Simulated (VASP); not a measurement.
An input for Ansatz (written as the equivalent of a VASP run, and not itself run):

Ansatz 0.2 input:
```yaml
crystal:
  lattice:
    - [0.0000000, 3.1912550, 3.1912550]
    - [3.1912550, 0.0000000, 3.1912550]
    - [3.1912550, 3.1912550, 0.0000000]
  atoms:
    - { symbol: Cs, position: [0.0000000, 0.0000000, 0.0000000] }
    - { symbol: H, position: [0.5000000, 0.5000000, 0.5000000] }
kpoints:
  mp_grid: { grid: [7, 7, 7] }
hamiltonian:
  xc: r2scan
  pseudopotentials: { kind: paw }
scf:
  occupations: { method: gaussian, width: 0.05 }
  max_iter: 100
relax:
  max_steps: 60
  f_tol: 0.01
  cell: {}
output: { forces: true, stress: true, eigenvalues: true }
```

### Question
Write the VASP files for the same calculation (r2SCAN).

### Answer
One answer among several that fit: 
File POSCAR:
```
CsH
1
    0.0000000000     3.1912550000     3.1912550000
    3.1912550000     0.0000000000     3.1912550000
    3.1912550000     3.1912550000     0.0000000000
Cs H
1 1
Direct
  0.0000000000   0.0000000000   0.0000000000
  0.5000000000   0.5000000000   0.5000000000
```

**INCAR**
```
# general
SYSTEM  = CsH
PREC    = Accurate
ENCUT   = 400
LREAL   = F
LASPH   = T

# electronic loop
EDIFF   = 1E-6
NELM    = 100
ALGO    = Normal
LMAXMIX = 4
LMIXTAU = T

# smearing
ISMEAR  = 0
SIGMA   = 0.05

# functional
METAGGA = R2SCAN

# ions
IBRION  = 2
NSW     = 60
ISIF    = 3
EDIFFG  = -0.01

# output
LWAVE   = F
LCHARG  = F
```

KPOINTS:
```
Automatic mesh
0
Gamma
7 7 7
0 0 0
```

POTCAR, in this order: Cs_sv H (PBE.64 set). Program: vasp_std.

What does not carry over: each code has its own PAW files, so the cut-off isn't converted (ENCUT is set for VASP's; basis.ecutwfc is left out, and Ansatz then takes the one that its files recommend); Ansatz stops its SCF on the density residual and VASP on the energy change (EDIFF).

The structure comes from a computed database's CsH entry (Fm-3m); how it stands against other phases isn't given here. This run relaxes it. Symmetry was kept, so distortions that lower it aren't found.
